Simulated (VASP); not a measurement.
## NaF (Villiaumite): input slips in a relaxation and what they do

Aim: see how common mistakes in a VASP relaxation show up, on NaF (Villiaumite). The starting structure is a measured crystal structure from the Crystallography Open Database. The first relaxation on each setting starts from this cell expanded by 3 % in volume.

Program: VASP 6.6.1. Level of theory: Kohn-Sham DFT with plane waves and PAW; PBEsol. Results are calculated unless marked as measured.

## Step 1: The structure

Symmetry: Fm-3m, No. 225, cubic system. Conventional cell: a = 4.634 Å, b = 4.634 Å, c = 4.634 Å, α = 90.00°, β = 90.00°, γ = 90.00°. Na has 6 F at 2.32 Å nearest. F has 6 Na at 2.32 Å nearest. Farther neighbours and most contacts between anions are not listed.

## Step 2: Reference relaxation

This run starts from the cell of an earlier relaxation, which isn't shown; the restart sets up the plane waves anew.

File INCAR:

```
SYSTEM = NaF
PREC = Accurate
ENCUT = 520
EDIFF = 1E-06
NELM = 100
ISMEAR = 0
SIGMA = 0.03
LREAL = .FALSE.
ALGO = Normal
GGA = PS
NBANDS = 13
LORBIT = 11
LWAVE = .FALSE.
LCHARG = .FALSE.
KPAR = 4
IBRION = 2
NSW = 50
ISIF = 3
EDIFFG = -0.006
```

File POSCAR:

```
NaF
1.0
    0.0000000000      2.3159567019      2.3159567019
    2.3159567019      0.0000000000      2.3159567019
    2.3159567019      2.3159567019      0.0000000000
Na F
1 1
Direct
    0.0000000000      0.0000000000      0.0000000000
    0.5000000000      0.5000000000      0.5000000000
```

File KPOINTS:

```
Automatic mesh
0
Gamma
8 8 8
0 0 0
```

Potentials, in the order of the species: Na_pv and F (PBE family, release 64).

The run is started by

```sh
> mpirun -np 4 vasp_std
```

Log:

```text
[banner, memory and clock lines left out]
running    4 mpi-ranks, on    1 nodes
 distrk:  each k-point on    1 cores,    4 groups
 distr:  one band on    1 cores,    1 groups

 POSCAR found type information on POSCAR NaF
 POSCAR found :  2 types and       2 ions
|                                                                             |
|               ----> ADVICE to this user running VASP <----                  |
|                                                                             |
|     You enforced a specific xc type in the INCAR file but a different       |
|     [... a line on the potential file left out ...]
|     I HOPE YOU KNOW WHAT YOU ARE DOING!                                     |
|                                                                             |

 LDA part: xc-table for (Slater+PW92), standard interpolation
 POSCAR, INCAR and KPOINTS ok, starting setup
 FFT: planning ... GRIDC
 FFT: planning ... GRID_SOFT
 FFT: planning ... GRID
 WAVECAR not read
 entering main loop
       N       E                     dE             d eps       ncg     rms          rms(c)
DAV:   1     0.105025012779E+03    0.10503E+03   -0.80262E+03   774   0.131E+03
DAV:   2    -0.422882156628E+01   -0.10925E+03   -0.10322E+03   817   0.353E+02
DAV:   3    -0.949468614050E+01   -0.52659E+01   -0.52571E+01   944   0.722E+01
DAV:   4    -0.953833581100E+01   -0.43650E-01   -0.43648E-01   829   0.699E+00
DAV:   5    -0.953877219640E+01   -0.43639E-03   -0.43638E-03   924   0.712E-01    0.491E+00
DAV:   6    -0.878429256219E+01    0.75448E+00   -0.27679E+00   889   0.156E+01    0.181E+00
DAV:   7    -0.876957193580E+01    0.14721E-01   -0.28381E-02   769   0.221E+00    0.103E+00
DAV:   8    -0.876836713235E+01    0.12048E-02   -0.25443E-02   784   0.369E+00    0.144E-01
DAV:   9    -0.876890181997E+01   -0.53469E-03   -0.43276E-03   894   0.665E-01    0.113E-01
DAV:  10    -0.876877765973E+01    0.12416E-03   -0.97153E-04   819   0.384E-01    0.141E-02
DAV:  11    -0.876877971080E+01   -0.20511E-05   -0.44158E-05   839   0.152E-01    0.626E-03
DAV:  12    -0.876878000801E+01   -0.29721E-06   -0.58637E-06   900   0.365E-02
   1 F= -.87687800E+01 E0= -.87687800E+01  d E =-.876878E+01
 curvature:   0.00 expect dE= 0.000E+00 dE for cont linesearch  0.000E+00
 trial: gam= 0.00000 g(F)=  0.245E-59 g(S)=  0.555E-04 ort = 0.000E+00 (trialstep = 0.100E+01)
 search vector abs. value=  0.555E-04
 bond charge predicted
       N       E                     dE             d eps       ncg     rms          rms(c)
DAV:   1    -0.876931563544E+01   -0.53592E-03   -0.90926E-03   934   0.146E+00    0.179E-01
DAV:   2    -0.876884669740E+01    0.46894E-03   -0.16671E-03   929   0.409E-01    0.488E-02
DAV:   3    -0.876881427383E+01    0.32424E-04   -0.71794E-05   849   0.183E-01    0.250E-02
DAV:   4    -0.876880183717E+01    0.12437E-04   -0.98467E-06   905   0.108E-01    0.431E-03
DAV:   5    -0.876880138830E+01    0.44887E-06   -0.16784E-06   574   0.191E-02
   2 F= -.87688014E+01 E0= -.87688014E+01  d E =-.213803E-04
 trial-energy change:   -0.000021  1 .order   -0.000017   -0.000055    0.000021
 step:   0.7799(harm=  0.7219)  dis= 0.00000  next Energy=    -8.768804 (dE=-0.237E-04)
 reached required accuracy - stopping structural energy minimisation
```

Run time: 2.2 s. Hardware: 4 MPI ranks of Intel Xeon 6975P-C (Granite Rapids), shared host; peak memory 0.5 GiB.

Lines that name or quote the potential files are left out of all logs, and their timing lines are given in words.

Parts of OUTCAR (step 2):

```text
ion  position               nearest neighbor table
   1  0.000  0.000  0.000-   2 2.32   2 2.32   2 2.32   2 2.32   2 2.32   2 2.32
   2  0.500  0.500  0.500-   1 2.32   1 2.32   1 2.32   1 2.32   1 2.32   1 2.32

  LATTYP: Found a face centered cubic cell.
 ALAT       =     4.6319134038

 Subroutine GETGRP returns: Found 48 space group operations
 (whereof 48 operations were pure point group operations)

The static configuration has the point symmetry O_h .

 Found     29 irreducible k-points:

   k-points           NKPTS =     29   k-points in BZ     NKDIM =     29   number of bands    NBANDS=     13

   dimension x,y,z NGX =    24 NGY =   24 NGZ =   24
   dimension x,y,z NGXF=    48 NGYF=   48 NGZF=   48

   ENCUT  =  520.0 eV  38.22 Ry    6.18 a.u.   6.09  6.09  6.09*2*pi/ulx,y,z

   NELECT =      14.0000    total number of electrons

 k-points in reciprocal lattice and weights: Automatic mesh
   0.00000000  0.00000000  0.00000000       0.002
   0.12500000  0.00000000  0.00000000       0.016
   0.25000000  0.00000000  0.00000000       0.016
   0.37500000  0.00000000  0.00000000       0.016
   0.50000000  0.00000000  0.00000000       0.008
   0.12500000  0.12500000  0.00000000       0.012
   0.25000000  0.12500000  0.00000000       0.047
   0.37500000  0.12500000  0.00000000       0.047
   0.50000000  0.12500000  0.00000000       0.047
[...]
-0.37500000  0.50000000  0.12500000       0.023
  -0.25000000  0.50000000  0.25000000       0.012

 average (electrostatic) potential at core
       1 -46.6329       2 -77.3116

 E-fermi :  -1.9027

 k-point     1 :       0.0000    0.0000    0.0000
  band No.  band energies     occupation
    ...
      3     -20.9219      2.00000
      4     -20.9219      2.00000
      5      -2.1619      2.00000
      6      -2.1619      2.00000
      7      -2.1619      2.00000
      8       4.0166      0.00000
      9      16.7047      0.00000
     10      16.7047      0.00000
     11      16.7047      0.00000
     12      19.3954      0.00000
    ...

 k-point     2 :       0.1250    0.0000    0.0000
  band No.  band energies     occupation
    ...
      3     -20.9238      2.00000
      4     -20.7174      2.00000
      5      -2.4662      2.00000
      6      -2.2008      2.00000
      7      -2.2008      2.00000
      8       4.5685      0.00000
      9      14.9240      0.00000
     10      16.9448      0.00000
     11      16.9448      0.00000
     12      21.2089      0.00000
    ...

 k-point     3 :       0.2500    0.0000    0.0000
  band No.  band energies     occupation
    ...
      3     -20.9282      2.00000
      4     -20.4419      2.00000
      5      -3.0821      2.00000
      6      -2.2934      2.00000
      7      -2.2934      2.00000
      8       5.8917      0.00000
      9      12.8284      0.00000
     10      17.4747      0.00000
     11      17.4747      0.00000
     12      20.5418      0.00000
    ...

  Total        0.0106640      0.0106640      0.0106640      0.0000000     -0.0000000     -0.0000000
  in kB        0.6890935      0.6890935      0.6890935      0.0000000     -0.0000000     -0.0000000
  external PRESSURE =       0.6890935 kB  Pullay stress =       0.0000000 kB

  energy-cutoff  :      520.00
  volume of cell :       24.79
      direct lattice vectors                 reciprocal lattice vectors
    -0.000000000  2.314409938  2.314409938    -0.216037787  0.216037787  0.216037787
     2.314409938  0.000000000  2.314409938     0.216037787 -0.216037787  0.216037787
     2.314409938  2.314409938  0.000000000     0.216037787  0.216037787 -0.216037787

 POSITION                                       TOTAL-FORCE (eV/Angst)
 -----------------------------------------------------------------------------------
     -0.00000      2.31441      2.31441         0.000000      0.000000     -0.000000
      2.31441      2.31441      2.31441        -0.000000     -0.000000      0.000000
 -----------------------------------------------------------------------------------
    total drift:                               -0.000000     -0.000000      0.000000

  FREE ENERGIE OF THE ION-ELECTRON SYSTEM (eV)
  ---------------------------------------------------
  free  energy   TOTEN  =        -8.7688013883 eV

  energy  without entropy=       -8.7688013883  energy(sigma->0) =       -8.76880139

 reached required accuracy - stopping structural energy minimisation

 total charge
# of ion       s       p       d       tot
------------------------------------------
    1        0.051   5.997   0.000   6.048
    2        1.726   4.369   0.000   6.095
--------------------------------------------------
tot          1.777  10.366   0.000  12.143

[... 3 further parts left out ...]
```

CONTCAR:

```
NaF
   1.00000000000000
    -0.0000000000000000    2.3144099377059919    2.3144099377059919
     2.3144099377059919    0.0000000000000000    2.3144099377059919
     2.3144099377059919    2.3144099377059919    0.0000000000000000
  Na              F
     1     1
Direct
     1.0000000000000000    0.0000000000000000    0.0000000000000000
     0.5000000000000000    0.5000000000000000    0.5000000000000000
```

The PAW data sets were made with PBE, which is usual practice but a small mismatch for other functionals. The run keeps the 48 symmetry operations of its start, so it cannot find a distortion of lower symmetry.

The reference relaxation ends at 12.397 Å³ an atom.

## Step 3: Relaxation with the cell held fixed (ISIF = 2)

A slip made on purpose: the cell held fixed (ISIF = 2). Against step 2 the input has ISIF = 2 (also changed: NELM).

Changes to INCAR since step 2:

```diff
@@ -4,3 +4,3 @@
 EDIFF = 1E-06
-NELM = 100
+NELM = 60
 ISMEAR = 0
@@ -17,3 +17,3 @@
 NSW = 50
-ISIF = 3
+ISIF = 2
 EDIFFG = -0.006
```

File POSCAR:

```
NaF
1.0
    0.0000000000      2.3399420861      2.3399420861
    2.3399420861      0.0000000000      2.3399420861
    2.3399420861      2.3399420861      0.0000000000
Na F
1 1
Direct
    0.0000000000      0.0000000000      0.0000000000
    0.5000000000      0.5000000000      0.5000000000
```

KPOINTS is that of step 2.

The run is started by

```sh
> mpirun -np 4 vasp_std
```

Log:

```text
[banner, memory and clock lines left out]
running    4 mpi-ranks, on    1 nodes
[...]
[... a notice as in an earlier step ...]

 LDA part: xc-table for (Slater+PW92), standard interpolation
 POSCAR, INCAR and KPOINTS ok, starting setup
[...]
entering main loop
       N       E                     dE             d eps       ncg     rms          rms(c)
DAV:   1     0.106765516419E+03    0.10677E+03   -0.77939E+03   767   0.128E+03
DAV:   2    -0.393330772425E+01   -0.11070E+03   -0.10284E+03   839   0.341E+02
DAV:   3    -0.949315836693E+01   -0.55599E+01   -0.55448E+01   889   0.734E+01
DAV:   4    -0.954112747513E+01   -0.47969E-01   -0.47967E-01   864   0.733E+00
[...]
DAV:  10    -0.876605383387E+01    0.10241E-03   -0.10019E-03   829   0.346E-01    0.205E-02
DAV:  11    -0.876605384121E+01   -0.73314E-08   -0.54219E-05   814   0.144E-01    0.542E-03
DAV:  12    -0.876605433707E+01   -0.49586E-06   -0.55507E-06   899   0.301E-02
   1 F= -.87660543E+01 E0= -.87660543E+01  d E =-.876605E+01
[...]
reached required accuracy - stopping structural energy minimisation
```

Run time: 2.6 s. Hardware: 4 MPI ranks; peak memory 0.55 GiB; 7.8 s of CPU time.

From OUTCAR (step 3):

```text
  Total       -0.2529738     -0.2529738     -0.2529738      0.0000000      0.0000000     -0.0000000
  in kB      -15.8176051    -15.8176051    -15.8176051      0.0000000      0.0000000     -0.0000000
  external PRESSURE =     -15.8176051 kB  Pullay stress =       0.0000000 kB

 POSITION                                       TOTAL-FORCE (eV/Angst)
 -----------------------------------------------------------------------------------
      0.00000      0.00000      0.00000        -0.000000      0.000000     -0.000000
      2.33994      2.33994      2.33994         0.000000      0.000000      0.000000
 -----------------------------------------------------------------------------------
    total drift:                                0.000000      0.000000      0.000000

  FREE ENERGIE OF THE ION-ELECTRON SYSTEM (eV)
  ---------------------------------------------------
  free  energy   TOTEN  =        -8.7660543371 eV

  energy  without entropy=       -8.7660543371  energy(sigma->0) =       -8.76605434

[... 2 parts as in an earlier step ...]

[... 2 further parts left out ...]
[key lines of the parts left out:]
E-fermi :  -2.0811
```

With the cell held fixed (ISIF = 2) the cell ends at 12.812 Å³ an atom, +3.35 % from the reference.

## Step 4: Relaxation with a k mesh far too coarse

A slip made on purpose: a k mesh far too coarse. Against step 2 the input has a 2×2×2 mesh (also changed: NELM, NCORE and KPAR).

Changes to INCAR since step 3:

```diff
@@ -14,6 +14,6 @@
 LCHARG = .FALSE.
-KPAR = 4
+NCORE = 4
 IBRION = 2
 NSW = 50
-ISIF = 2
+ISIF = 3
 EDIFFG = -0.006
```

POSCAR is that of step 3.

File KPOINTS:

```
Automatic mesh
0
Gamma
2 2 2
0 0 0
```

The run is started by

```sh
> mpirun -np 4 vasp_std
```

Log:

```text
[banner, memory and clock lines left out]
running    4 mpi-ranks, on    1 nodes
[...]
[... a notice as in an earlier step ...]

 LDA part: xc-table for (Slater+PW92), standard interpolation
 POSCAR, INCAR and KPOINTS ok, starting setup
[...]
entering main loop
       N       E                     dE             d eps       ncg     rms          rms(c)
DAV:   1     0.109119749047E+03    0.10912E+03   -0.81304E+03    78   0.132E+03
DAV:   2    -0.449633216363E+01   -0.11362E+03   -0.10001E+03    78   0.377E+02
DAV:   3    -0.944572670410E+01   -0.49494E+01   -0.49342E+01   103   0.735E+01
DAV:   4    -0.948197899989E+01   -0.36252E-01   -0.36249E-01    78   0.632E+00
[...]
DAV:  10    -0.863997216598E+01    0.37705E-04   -0.11038E-03    83   0.344E-01    0.448E-02
DAV:  11    -0.863996433870E+01    0.78273E-05   -0.13182E-04    78   0.133E-01    0.304E-03
DAV:  12    -0.863996489785E+01   -0.55915E-06   -0.35998E-06    88   0.230E-02
   1 F= -.86399649E+01 E0= -.86399649E+01  d E =-.863996E+01
[...]
DAV:   3    -0.864012399695E+01    0.10852E-03   -0.13180E-04    83   0.230E-01    0.449E-02
DAV:   4    -0.864008313452E+01    0.40862E-04   -0.29648E-05    78   0.138E-01    0.565E-03
DAV:   5    -0.864008183454E+01    0.13000E-05   -0.27820E-06    52   0.285E-02    0.136E-03
DAV:   6    -0.864008176607E+01    0.68464E-07   -0.37484E-07    39   0.996E-03
   2 F= -.86400818E+01 E0= -.86400818E+01  d E =-.116868E-03
 trial-energy change:   -0.000117  1 .order   -0.000118   -0.000181   -0.000055
 step:   1.4357(harm=  1.4357)  dis= 0.00000  next Energy=    -8.640095 (dE=-0.130E-03)
[...]
N       E                     dE             d eps       ncg     rms          rms(c)
DAV:   1    -0.864042152502E+01   -0.33969E-03   -0.55878E-03    83   0.114E+00    0.140E-01
DAV:   2    -0.864012940563E+01    0.29212E-03   -0.85486E-04    88   0.300E-01    0.377E-02
DAV:   3    -0.864010871831E+01    0.20687E-04   -0.24882E-05    83   0.998E-02    0.196E-02
DAV:   4    -0.864010163578E+01    0.70825E-05   -0.56301E-06    78   0.603E-02    0.244E-03
DAV:   5    -0.864010149912E+01    0.13666E-06   -0.46079E-07    39   0.123E-02
   3 F= -.86401015E+01 E0= -.86401015E+01  d E =-.136601E-03
[...]
reached required accuracy - stopping structural energy minimisation
```

Run time: 1.4 s. Hardware: 4 MPI ranks; peak memory 0.38 GiB.

OUTCAR, selected parts (step 4):

```text
  Total        0.0019593      0.0019593      0.0019593      0.0000000      0.0000000      0.0000000
  in kB        0.1231486      0.1231486      0.1231486      0.0000000      0.0000000      0.0000000
  external PRESSURE =       0.1231486 kB  Pullay stress =       0.0000000 kB

 POSITION                                       TOTAL-FORCE (eV/Angst)
 -----------------------------------------------------------------------------------
      0.00000      0.00000      0.00000         0.000000      0.000000      0.000000
      2.33589      2.33589      2.33589         0.000000     -0.000000     -0.000000
 -----------------------------------------------------------------------------------
    total drift:                                0.000000      0.000000      0.000000

  FREE ENERGIE OF THE ION-ELECTRON SYSTEM (eV)
  ---------------------------------------------------
  free  energy   TOTEN  =        -8.6401014991 eV

  energy  without entropy=       -8.6401014991  energy(sigma->0) =       -8.64010150

[... 1 part as in an earlier step ...]

[... 3 further parts left out ...]
[key lines of the parts left out:]
E-fermi :  -1.9356
```

With a k mesh far too coarse the cell ends at 12.746 Å³ an atom, +2.81 % from the reference.

(Continued in part 2 of 2.)

[Lines on the potential files, build, host, timing and source positions are cut from VASP's logs without a mark.]

[Logs are printed without paths, hosts, clocks, repeated set-up lines and the standing remarks that a program may print on its own settings, such as how far it seeks lower states.]

[Hosts, paths, dates, database ids (printed as entryN), source tags and the programs' standing remarks are cut or masked in the printed files.]
